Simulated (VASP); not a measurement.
## SnTe3 under changes of volume

One of the cells (29.359 Å³/atom); the others are scaled copies at fixed shape and fractional positions:

```
Te Sn
1.0
     0.00000    3.88679    3.88679
     3.88679    0.00000    3.88679
     3.88679    3.88679    0.00000
Te Sn
3 1
Direct
  0.50000 0.50000 0.50000
  0.75000 0.75000 0.75000
  0.25000 0.25000 0.25000
  0.00000 0.00000 0.00000
```

The cell comes from a database or a generator and needn't be the stable form of this composition.

| Quantity | Value |
| --- | --- |
| Program | VASP 6.6.1 |
| Functional | PBEsol |
| Potentials or basis | VASP PAW PBE potentials, release 64 (Te, Sn_d) |
| Cutoff | 520 eV |
| k mesh | 6 × 6 × 6 |
| Occupations | fermi-dirac, width 0.05 eV |
| Spin | no spin polarisation |

| volume (Å³/atom) | energy over the lowest point (meV/atom) | pressure (GPa) |
| --- | --- | --- |
| 27.056 | 0.00 | 0.3 |
| 27.632 | 0.75 | -0.8 |
| 28.208 | 5.33 | -1.9 |
| 29.359 | ? | ? |
| 29.935 | 39.01 | -4.4 |
| 30.510 | 55.88 | -5.1 |

Task: What does the run at 29.359 Å³/atom give?

Result: Energy over the lowest point 24.76 meV/atom; pressure -3.7 GPa.

Worked out: A Birch-Murnaghan fit of order 3 (a polynomial in V^(-2/3)) to the other rows has its minimum at 27.24 Å³/atom with B0 = V·E''(V) = 54 GPa and B' = 3.4. It gives 24.76 meV/atom at 29.359 Å³/atom, against the run's 24.76, and -dE/dV = -3.6 GPa, against -3.7.

Energies are extrapolated to zero smearing.

Caveats: the PAW data sets were made with another functional, which shifts forces and pressure a little.
